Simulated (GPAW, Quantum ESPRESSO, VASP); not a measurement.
One structure in several programs: LaTl3 (Pm-3m, 4 atoms in the cell)

Self-consistent single point, at a second geometry (lattice scaled by 0.98). First geometry:

```xyz
4
Lattice="4.9188 0.0000 0.0000 0.0000 4.9188 0.0000 0.0000 0.0000 4.9188" Properties=species:S:1:pos:R:3 pbc="T T T"
La     0.0000     0.0000     0.0000
Tl     0.0000     2.4594     2.4594
Tl     2.4594     0.0000     2.4594
Tl     2.4594     2.4594     0.0000
```

Shared settings, as Quantum ESPRESSO writes them: occupations = smearing; smearing = fd; degauss = 0.0099958 Ry; K_POINTS = automatic 9 9 9 0 0 0. Potentials and cutoffs stand in the table.

| code | model | ΔF from the first geometry (meV/atom) | pressure (GPa) | cutoff |
|---|---|---|---|---|
| VASP | LDA (PZ), VASP's LDA PAW potentials (set 64) | -41.4 | -3.00 | 300 eV |
| Quantum ESPRESSO | LDA (PZ), GBRV 1.5 ultrasoft (LDA) pseudopotentials | -42.5 | -3.84 | 40 Ry |
| GPAW | LDA (Perdew-Wang 92), GPAW PAW datasets LDA (gpaw-data 1.0.1) | -45.2 | -2.90 | 850 eV |

For VASP (by 0.5 GPa) and Quantum ESPRESSO (by 1.2 GPa) the energy change implies a higher mean pressure, against the two pressures, than for the other programs: a sign of finite-basis (Pulay) stress.

On VASP's run: spin-orbit coupling is off.

The spread over the programs that give each value: ΔF from the first geometry within 3.8 meV/atom; pressure within 0.94 GPa.

VASP's run is marked for a possible Pulay error in its stress at this cutoff; no cutoff test was made.

The starting cell comes from a database of computed structures (which also holds hypothetical and non-ambient phases and stackings), without a prior relaxation at this level. Its lattice was rescaled by a random factor within 2.5 % of one. For this run, on top of that: lattice scaled by 0.98.

Left out of this page: Ansatz, Elk and FLEUR (not drawn, or without a comparable value); ABINIT (with a known weakness of the program).
